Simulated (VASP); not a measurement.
# AgF4 (P4/mmm) in VASP: reference runs

How does AgF4 come out in PBE? The cell is run as given.

Program: VASP 6.6.1. These are calculated values, not measurements. Logs are shortened: lines on timing, memory, paths and dates and some standing lists are left out, and cuts for length are marked.

## 1. The structure

Symmetry: P4/mmm, No. 123, tetragonal system. Conventional cell: a = 3.621 Å, b = 3.621 Å, c = 5.299 Å, α = 90.00°, β = 90.00°, γ = 90.00°. Around Ag (site symmetry 4/mmm) lie 8 F at 2.17 Å. F (site symmetry 2mm) has 2 Ag at 2.17 Å and 1 F at 2.40 Å as nearest neighbours.

The cell was built by a generator and needn't be a form met in nature.

## 2. Single point, PBE

Input file INCAR:

```
SYSTEM = AgF4
PREC = Accurate
ENCUT = 520
EDIFF = 1E-7
ISMEAR = -1
SIGMA = 0.05
LREAL = .False.
LASPH = .True.
NELM = 100
ALGO = Normal
ISIF = 2
LWAVE = .False.
LCHARG = .False.
GGA = PE
NBANDS = 28
```

Input file KPOINTS:

```
Automatic mesh
0
Gamma
  7 7 5
  0 0 0
```

Input file POSCAR:

```
AgF4
1.0
    3.6206400000      0.0000000000      0.0000000000
    0.0000000000      3.6206400000      0.0000000000
    0.0000000000      0.0000000000      5.2994100000
Ag F
1 4
Direct
    0.0000000000      0.0000000000      0.0000000000
    0.5000000000      0.0000000000      0.2266600000
    0.0000000000      0.5000000000      0.7733400000
    0.5000000000      0.0000000000      0.7733400000
    0.0000000000      0.5000000000      0.2266600000
```

Potentials or basis: VASP PAW PBE potentials, release 64 (Ag, F).

On the command line:

```sh
$ cat potpaw_PBE.64/Ag/POTCAR potpaw_PBE.64/F/POTCAR > POTCAR
$ mpirun -np 1 vasp_std > vasp.out
```

OUTCAR:

```text
SYSTEM = AgF4
   PREC = Accurate
   ENCUT = 520
   EDIFF = 1E-7
   ISMEAR = -1
   LREAL = .False.
   LASPH = .True.
   NELM = 100
   ISIF = 2
   GGA = PE

 ion  position               nearest neighbor table
   1  0.000  0.000  0.000-   2 2.17   3 2.17   4 2.17   5 2.17   3 2.17   5 2.17   2 2.17   4 2.17

   2  0.500  0.000  0.227-   1 2.17   1 2.17
   3  0.000  0.500  0.773-   1 2.17   1 2.17
   4  0.500  0.000  0.773-   1 2.17   1 2.17
   5  0.000  0.500  0.227-   1 2.17   1 2.17

  LATTYP: Found a simple tetragonal cell.
 ALAT       =     3.6206400000
 C/A-ratio  =     1.4636666446

  Lattice vectors:

 A1 = (   3.6206400000,   0.0000000000,   0.0000000000)
 A2 = (   0.0000000000,   3.6206400000,   0.0000000000)
 A3 = (   0.0000000000,   0.0000000000,   5.2994100000)

Analysis of symmetry for initial positions (statically):
=====================================================================
 Subroutine PRICEL returns:
 Original cell was already a primitive cell.

 Routine SETGRP: Setting up the symmetry group for a
 simple tetragonal supercell.

 Subroutine GETGRP returns: Found 16 space group operations
 (whereof 16 operations were pure point group operations)
 out of a pool of 16 trial point group operations.

The static configuration has the point symmetry D_4h.

Analysis of symmetry for dynamics (positions and initial velocities):
=====================================================================
 Subroutine PRICEL returns:
 Original cell was already a primitive cell.

 Routine SETGRP: Setting up the symmetry group for a
 simple tetragonal supercell.

 Subroutine GETGRP returns: Found 16 space group operations
 (whereof 16 operations were pure point group operations)
 out of a pool of 16 trial point group operations.

The dynamic configuration has the point symmetry D_4h.

 Subroutine INISYM returns: Found 16 space group operations
 (whereof 16 operations are pure point group operations),
 and found     1 'primitive' translations

----------------------------------------------------------------------------------------

                                     Primitive cell

  volume of cell :      69.4701

  direct lattice vectors                    reciprocal lattice vectors
     3.620640000  0.000000000  0.000000000     0.276194264  0.000000000  0.000000000
     0.000000000  3.620640000  0.000000000     0.000000000  0.276194264  0.000000000
     0.000000000  0.000000000  5.299410000     0.000000000  0.000000000  0.188700252

  length of vectors
     3.620640000  3.620640000  5.299410000     0.276194264  0.276194264  0.188700252

  position of ions in fractional coordinates (direct lattice)
     0.000000000  0.000000000  0.000000000
     0.500000000  0.000000000  0.226660000
     0.000000000  0.500000000  0.773340000
     0.500000000  0.000000000  0.773340000
     0.000000000  0.500000000  0.226660000

  ion indices of the primitive-cell ions
   primitive index   ion index
                 1           1
                 2           2
                 3           3
                 4           4
                 5           5

----------------------------------------------------------------------------------------

 KPOINTS: Automatic mesh

Automatic generation of k-mesh.
 Grid dimensions read from file:
 generate k-points for:    7    7    5

 Generating k-lattice:

  Cartesian coordinates                     Fractional coordinates (reciprocal lattice)
     0.039456323  0.000000000  0.000000000     0.142857143  0.000000000  0.000000000
     0.000000000  0.039456323  0.000000000     0.000000000  0.142857143  0.000000000
     0.000000000  0.000000000  0.037740050     0.000000000  0.000000000  0.200000000

  Length of vectors
     0.039456323  0.039456323  0.037740050

  Shift w.r.t. Gamma in fractional coordinates (k-lattice)
     0.000000000  0.000000000  0.000000000

 Subroutine IBZKPT returns following result:
 ===========================================

 Found     30 irreducible k-points:

 Following reciprocal coordinates:
            Coordinates               Weight
  0.000000  0.000000  0.000000      1.000000
  0.142857  0.000000  0.000000      4.000000
  0.285714  0.000000  0.000000      4.000000
  0.428571  0.000000  0.000000      4.000000
  0.142857  0.142857  0.000000      4.000000
  0.285714  0.142857  0.000000      8.000000
[... 16 lines left out ...]
  0.285714  0.000000  0.400000      8.000000
  0.428571  0.000000  0.400000      8.000000
 [... further k-points ...]
   k-points           NKPTS =     30   k-points in BZ     NKDIM =     30   number of bands    NBANDS=     28
   number of dos      NEDOS =    301   number of ions     NIONS =      5
   total plane-waves  NPLWV =  31360
   dimension x,y,z NGX =    28 NGY =   28 NGZ =   40
   dimension x,y,z NGXF=    56 NGYF=   56 NGZF=   80
   ions per type =               1   4
   NGX,Y,Z   is equivalent  to a cutoff of  12.86, 12.86, 12.55 a.u.
   NGXF,Y,Z  is equivalent  to a cutoff of  25.71, 25.71, 25.10 a.u.
 SYSTEM =  AgF4
   PREC   = accura    normal or accurate (medium, high low for compatibility)
   ISTART =      0    job   : 0-new  1-cont  2-samecut
   ICHARG =      2    charge: 1-file 2-atom 10-const
   ISPIN  =      1    spin polarized calculation?
   LNONCOLLINEAR =      F non collinear calculations
   LSORBIT =      F    spin-orbit coupling
   LASPH  =      T    aspherical Exc in radial PAW
   ENCUT  =  520.0 eV  38.22 Ry    6.18 a.u.   6.73  6.73  9.85*2*pi/ulx,y,z
   NELM   =    100;   NELMIN=  2; NELMDL= -5     # of ELM steps
   EDIFF  = 0.1E-06   stopping-criterion for ELM
   LREAL  =      F    real-space projection
   EDIFFG = 0.1E-05   stopping-criterion for IOM
   NSW    =      0    number of steps for IOM
   IBRION =     -1    ionic relax: 0-MD 1-quasi-New 2-CG
   NFREE  =      0    steps in history (QN), initial steepest desc. (CG)
   ISIF   =      2    stress and relaxation
   ISYM   =      2    0-nonsym 1-usesym 2-fastsym
   POTIM  = 0.5000    time-step for ionic-motion
   TEBEG  =    0.0;   TEEND  =   0.0 temperature during run
   PSTRESS=    0.0 pullay stress
   NELECT =      39.0000    total number of electrons
   NUPDOWN=      -1.0000    fix difference up-down
   EMIN   =  10.00;   EMAX   =-10.00  energy-range for DOS
   EFERMI =   0.00;   METHOD = LEGACY
   ISMEAR =    -1;   SIGMA  =   0.05  broadening in eV -4-tet -1-fermi 0-gaus
   EFERMI_NEDOS =   21; number of points for ismear=-14 and -15
   IALGO  =     38    algorithm
   IMIX   =      4    mixing-type and parameters
     AMIX     =   0.40;   BMIX     =  1.00
     AMIX_MAG =   1.60;   BMIX_MAG =  1.00
  volume/ion in A,a.u.               =      13.89        93.76
  Fermi-wavevector in a.u.,A,eV,Ry     =   1.350507  2.552089 24.815260  1.823870
  Thomas-Fermi vector in A             =   2.478006
   LORBIT       =      0    0 simple, 1 ext, 2 COOP (PROOUT), +10 PAW based schemes
   GGA     = PE    functional components
[... 5 lines left out ...]
 non-spin polarized calculation
  energy-cutoff  :      520.00
  volume of cell :       69.47
 maximum number of plane-waves:      1888
 NGX is ok and might be reduce to    28
   NGX = 13   NGY = 13   NGZ = 19

 number of electron      39.0000004 magnetization

 Free energy of the ion-electron system (eV)
  ---------------------------------------------------
  ext. energy  EPLUGINS =         0.00000000
  ---------------------------------------------------
  free energy    TOTEN  =       -12.46275235 eV

  energy without entropy =      -12.38750127  energy(sigma->0) =      -12.42512681

 E-fermi :  -1.7855     XC(G=0):  -9.2429

 val. band max:       -1.7865963489   @ k =   0.4286   0.2857   0.2000
 cond. band min:      -1.7826171721   @ k =   0.2857   0.2857   0.0000
 fundamental gap:      0.0039791768
 Fermi energy:        -1.7855190995

 k-point     1 :       0.0000    0.0000    0.0000
  band No.  band energies     occupation
      1     -23.1811      2.00000
      2     -22.5603      2.00000
      3     -22.3045      2.00000
      4     -21.7798      2.00000
      5      -7.2560      2.00000
      6      -7.2560      2.00000
[... 20 lines left out ...]
     27      13.9642      0.00000
     28      16.0409      0.00000

 k-point     2 :       0.1429    0.0000    0.0000
  band No.  band energies     occupation
      1     -23.1287      2.00000
      2     -22.5296      2.00000
      3     -22.3362      2.00000
      4     -21.8279      2.00000
      5      -7.2256      2.00000
      6      -7.0402      2.00000
[... 20 lines left out ...]
     27      14.1520      0.00000
     28      16.2048      0.00000

 k-point     3 :       0.2857    0.0000    0.0000
  band No.  band energies     occupation
      1     -22.9864      2.00000
      2     -22.4404      2.00000
      3     -22.4309      2.00000
      4     -21.9547      2.00000
      5      -7.1551      2.00000
      6      -6.8788      2.00000
[... 20 lines left out ...]
     27      14.6406      0.00000
     28      16.5014      0.00000

 k-point     4 :       0.4286    0.0000    0.0000
  band No.  band energies     occupation
      1     -22.8014      2.00000
      2     -22.5776      2.00000
      3     -22.3073      2.00000
      4     -22.1172      2.00000
      5      -7.0959      2.00000
      6      -7.0433      2.00000
[... 20 lines left out ...]
     27      15.1374      0.00000
     28      16.6057      0.00000

 k-point     5 :       0.1429    0.1429    0.0000
  band No.  band energies     occupation
      1     -23.0790      2.00000
      2     -22.5018      2.00000
      3     -22.3628      2.00000
      4     -21.8710      2.00000
      5      -7.1096      2.00000
      6      -6.9170      2.00000
[... 20 lines left out ...]
     27      14.1145      0.00000
     28      16.3776      0.00000

 k-point     6 :       0.2857    0.1429    0.0000
  band No.  band energies     occupation
      1     -22.9456      2.00000
      2     -22.4452      2.00000
      3     -22.4216      2.00000
      4     -21.9856      2.00000
      5      -6.9992      2.00000
      6      -6.7716      2.00000
[... 463 lines left out ...]
      5      -7.2821      2.00000
      6      -7.2821      2.00000
[... 20 lines left out ...]
     27      14.0908      0.00000
     28      15.9764      0.00000

 k-point    22 :       0.1429    0.0000    0.4000
  band No.  band energies     occupation
      1     -23.0720      2.00000
      2     -22.5949      2.00000
      3     -22.2950      2.00000
      4     -21.8748      2.00000
      5      -7.2506      2.00000
      6      -7.0714      2.00000
[... 20 lines left out ...]
     27      14.8865      0.00000
     28      15.8827      0.00000

 k-point    23 :       0.2857    0.0000    0.4000
  band No.  band energies     occupation
      1     -22.9321      2.00000
      2     -22.5025      2.00000
      3     -22.3871      2.00000
      4     -22.0038      2.00000
      5      -7.1774      2.00000
      6      -6.7502      2.00000
[... 20 lines left out ...]
     27      15.5814      0.00000
     28      16.4196      0.00000

 k-point    24 :       0.4286    0.0000    0.4000
  band No.  band energies     occupation
      1     -22.7508      2.00000
      2     -22.5300      2.00000
      3     -22.3643      2.00000
      4     -22.1704      2.00000
      5      -7.1158      2.00000
      6      -6.9203      2.00000
[... 20 lines left out ...]
     27      15.8654      0.00000
     28      17.7841      0.00000

 [... further k-points ...]

------------------------ aborting loop because EDIFF is reached ----------------------------------------

  FORCE on cell =-STRESS in cart. coord.  units (eV):
  Direction    XX          YY          ZZ          XY          YZ          ZX
  --------------------------------------------------------------------------------------
  -------------------------------------------------------------------------------------
  Total       -0.0119363     -0.0119363     -0.0226764      0.0000000     -0.0000000      0.0000000
  in kB       -0.2752837     -0.2752837     -0.5229826      0.0000000     -0.0000000      0.0000000
  external PRESSURE =      -0.3578500 kB  Pullay stress =       0.0000000 kB

 VOLUME and BASIS-vectors are now :
 -----------------------------------------------------------------------------
  energy-cutoff  :      520.00
  volume of cell :       69.47
      direct lattice vectors                 reciprocal lattice vectors
     3.620640000  0.000000000  0.000000000     0.276194264  0.000000000  0.000000000
     0.000000000  3.620640000  0.000000000     0.000000000  0.276194264  0.000000000
     0.000000000  0.000000000  5.299410000     0.000000000  0.000000000  0.188700252

 POSITION                                       TOTAL-FORCE (eV/Angst)
 -----------------------------------------------------------------------------------
      0.00000      0.00000      0.00000        -0.000000      0.000000      0.000000
      1.81032      0.00000      1.20116        -0.000000     -0.000000      0.029193
      0.00000      1.81032      4.09825        -0.000000      0.000000     -0.029193
      1.81032      0.00000      4.09825        -0.000000     -0.000000     -0.029193
      0.00000      1.81032      1.20116         0.000000      0.000000      0.029193
 -----------------------------------------------------------------------------------
    total drift:                                0.000000      0.000000     -0.000000

  FREE ENERGIE OF THE ION-ELECTRON SYSTEM (eV)
  ---------------------------------------------------
  free  energy   TOTEN  =       -12.4627523469 eV

  energy  without entropy=      -12.3875012705  energy(sigma->0) =      -12.42512681
```

Wall time 28 s (1 thread of Intel Xeon 6975P-C (Granite Rapids), shared host); peak memory 0.2 GiB.

Results:

```
Free energy            : -12.4628 eV
Pressure               : 0.0 GPa
Largest force          : 0.029 eV/Å
Band gap on the k mesh : none (metal or under the smearing width)
```

Forces on the atoms (eV/Å):
```
Ag   0.000  0.000  0.000
F    0.000  0.000  0.029
F    0.000  0.000 -0.029
F    0.000  0.000 -0.029
F    0.000  0.000  0.029
```

Levels at points of the mesh, in eV from the Fermi level:
```tsv
k point	band 18	band 19	band 20	band 21	band 22	band 23
(0.00, 0.00, 0.00)	-0.52	-0.11	0.39	0.39	6.46	12.32
```

Caveat: an odd number of electrons without spin polarisation forces a metal; a magnetic or distorted state may lie lower.
